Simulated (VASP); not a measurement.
Data:

```yaml
crystal:
  lattice:
    - [0.00000, 1.82581, 1.82581]
    - [1.82581, 0.00000, 1.82581]
    - [1.82581, 1.82581, 0.00000]
  atoms:
    - { symbol: Cu, position: [0.00000, 0.00000, 0.00000] }
```

Method: vdW-DF-cx, VASP's PBE PAW potentials (set 64) (plane waves; VASP 6.6.1). Settings: 520 eV cut-off, 17×17×17 Γ-centred mesh, first-order Methfessel-Paxton smearing of 0.10 eV, potentials Cu.

### Question
Give the stress tensor in GPa (positive for a compressed cell).

### Answer

```
-8.24   0.00   0.00
 0.00  -8.24   0.00
 0.00   0.00  -8.24
```
The pressure is its mean diagonal, -8.24 GPa.

The compound is Cu in the fcc structure. This cell is one point of a volume scan, at 1.06 of the reference volume.
